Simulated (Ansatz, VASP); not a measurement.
# PIr: VASP beside Ansatz

File INCAR:

```
SYSTEM = PIr
  PREC = Accurate
  ENCUT = 520
  EDIFF = 1E-8
  ISMEAR = -1
  SIGMA = 0.05
  LREAL = .False.
  LASPH = .True.
  NELM = 100
  ALGO = Fast
  ISIF = 2
  LWAVE = .False.
  LCHARG = .False.
  GGA = PE
  LEFG = .True.
  NBANDS = 14
```

File KPOINTS:

```
regular mesh
0
Gamma
  13 13 13
  0 0 0
```

File POSCAR:

```
PIr
1.0
    0.0000000000      2.4149147358      2.4149147358
    2.4149147358      0.0000000000      2.4149147358
    2.4149147358      2.4149147358      0.0000000000
Ir P
1 1
Direct
    0.0000000000      0.0000000000      0.0000000000
    0.5000000000      0.5000000000      0.5000000000
```

Input for Ansatz:

```yaml
crystal:
  lattice:
    - [0.0, 2.4149147358, 2.4149147358]
    - [2.4149147358, 0.0, 2.4149147358]
    - [2.4149147358, 2.4149147358, 0.0]
  atoms:
    - { symbol: Ir, position: [0.0, 0.0, 0.0] }
    - { symbol: P, position: [0.5, 0.5, 0.5] }
kpoints:
  mp_grid: { grid: [13, 13, 13] }
scf:
  occupations: { method: fermi_dirac, width: 0.05 }
hamiltonian:
  xc: pbe
  pseudopotentials: { kind: paw }
output:
  forces: true
  stress: true
  eigenvalues: true
  efg: { contact_densities: true }
```

Change from the starting cell: volume scaled by 0.9405, PAW files.

Alike in both runs: task electric field gradients; functional PBE; k mesh 13 × 13 × 13; occupations fermi-dirac, width 0.05 eV; no spin polarisation.

|  | VASP | Ansatz |
| --- | --- | --- |
| version | VASP 6.6.1 | Ansatz 0.2.0 |
| potentials or method | VASP PAW PBE potentials, release 64 (Ir, P) | PAW with Ansatz's default frozen-core files, scalar-relativistic |
| plane-wave cutoff (eV) | 520 | 420 |
| valence electrons in the cell | 14 | 22 |

Ansatz gave:

```
pressure (GPa)                                                 : 14.7
Vzz of the field gradient on the site that differs most (V/Å²) : 0.0
```

Q: What did VASP give for the same quantities?

A: Pressure (GPa): 15.4; Vzz of the field gradient on the site that differs most (V/Å²): 0.0.

The two sets of potentials don't hold the same shells in valence. Ansatz warned: «gradients_without_spin_orbit».

Caveats: so large a pressure means that the cell lies far from this level's equilibrium, or that cutoff or potentials fall short (VASP). The runs have no spin-orbit coupling, so splittings on Ir are missing.
